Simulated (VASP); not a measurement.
An input for Quantum ESPRESSO's pw.x (written as the equivalent of a VASP run, and not itself run):

```
&CONTROL
  calculation = 'vc-relax'
  pseudo_dir = './pseudo'
  outdir = './out'
  tprnfor = .true.
  tstress = .true.
  nstep = 60
  forc_conv_thr = 0.00039
/
&SYSTEM
  ibrav = 0
  nat = 2
  ntyp = 2
  ecutwfc = 84
  occupations = 'smearing'
  smearing = 'methfessel-paxton'
  degauss = 0.00735
  input_dft = 'pz'
/
&ELECTRONS
  conv_thr = 7.3e-08
  electron_maxstep = 100
/
&IONS
/
&CELL
/
ATOMIC_SPECIES
  In 114.818 In.upf
  Sb 121.760 Sb.upf
CELL_PARAMETERS angstrom
    -0.0000000    3.2275455    3.2275455
     3.2275455    0.0000000    3.2275455
     3.2275455    3.2275455   -0.0000000
ATOMIC_POSITIONS crystal
  In   0.0000000  0.0000000  0.0000000
  Sb   0.2500000  0.2500000  0.2500000
K_POINTS automatic
  9 9 9 0 0 0
```

Question: Translate this input to VASP (INCAR, KPOINTS, POSCAR, choice of POTCAR).

Answer: This is not unique; one that fits is 
**POSCAR**
```
InSb
1
   -0.0000000000     3.2275454791     3.2275454791
    3.2275454791     0.0000000000     3.2275454791
    3.2275454791     3.2275454791    -0.0000000000
In Sb
1 1
Direct
  0.0000000000   0.0000000000   0.0000000000
  0.2500000000   0.2500000000   0.2500000000
```

File KPOINTS:
```
Regular mesh
0
G
9 9 9
```

**INCAR**
```
# general
SYSTEM  = InSb
PREC    = Accurate
ENCUT   = 400
LREAL   = F   # projection in real space or not
LASPH   = T

# electronic loop
EDIFF   = 1E-6   # SCF stop (eV)
NELM    = 100
ALGO    = Normal   # blocked Davidson
LMAXMIX = 4

# smearing
ISMEAR  = 1
SIGMA   = 0.1   # width (eV)

# ions
IBRION  = 2   # conjugate gradients
NSW     = 60   # most ionic steps
ISIF    = 3
EDIFFG  = -0.01   # ionic stop

# output
LWAVE   = F
LCHARG  = F
```

POTCAR, in this order: In_d Sb (LDA.64 set). Program: vasp_std.

The two are equivalent in intent, not identical: the potentials are each code's own (VASP's PAW set, PseudoDojo norm-conserving files in pw.x), so ENCUT and ecutwfc are chosen apart and not converted; conv_thr bounds pw.x's estimated SCF error, while EDIFF bounds the energy change between steps; forc_conv_thr acts on force components and is met together with etot_conv_thr.

The structure comes from a computed database's InSb entry (F-43m); how it stands against other phases isn't given here. It was relaxed first, which changed the volume by -8 %. The start is the result of an earlier pass.
